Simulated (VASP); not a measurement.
Wanted: the native input for a VASP 6.6.1 run.

```yaml
Task: single point
Functional: PBEsol
Potentials_or_basis: VASP PAW PBE potentials, release 64 (Hf_pv, B)
Cutoff: 520 eV
k_mesh: 5 × 5 × 5
Occupations: methfessel-paxton, width 0.1 eV
Spin: no spin polarisation
Dipole_correction: no
Further_INCAR_settings: ALGO = Normal; EDIFF = 1e-06; NBANDS = 14
```

The structure of HfB lies in POSCAR:

```
HfB
1.0
    0.0000000000      2.3100000000      2.3100000000
    2.3100000000      0.0000000000      2.3100000000
    2.3100000000      2.3100000000      0.0000000000
Hf B
1 1
Direct
    0.5000000000      0.5000000000      0.5000000000
    0.0000000000      0.0000000000      0.0000000000
```

These files were run (other wordings do the same):

INCAR

```
PREC = Accurate
ENCUT = 520
EDIFF = 1E-6
ISMEAR = 1
SIGMA = 0.1
LREAL = F
LASPH = T
NELM = 80
ALGO = Normal
ISIF = 2
LWAVE = F
LCHARG = T
GGA = PS
LELF = T
LVHAR = T
NBANDS = 14
```

KPOINTS

```
regular mesh
0
Gamma
  5 5 5
```

Potentials or basis: VASP PAW PBE potentials, release 64 (Hf_pv, B).

Launch:

```sh
$ cat potpaw_PBE.64/Hf_pv/POTCAR potpaw_PBE.64/B/POTCAR > POTCAR
$ mpirun -np 1 vasp_std > vasp.out
```

Results of the run:

```
Pressure               : 25.5 GPa
Band gap on the k mesh : none (metal or under the smearing width)
```

Caveat: the k mesh is coarse (spacing up to 0.47 Å⁻¹), so the values aren't converged; so large a pressure means that the cell lies far from this level's equilibrium, or that cutoff or potentials fall short; the potentials were made for another functional, which shifts forces and pressure.

Run time: 3.3 s on 1 thread of Intel(R) Xeon(R) Platinum 8488C (Sapphire Rapids), on a shared host, peak memory 0.14 GiB.
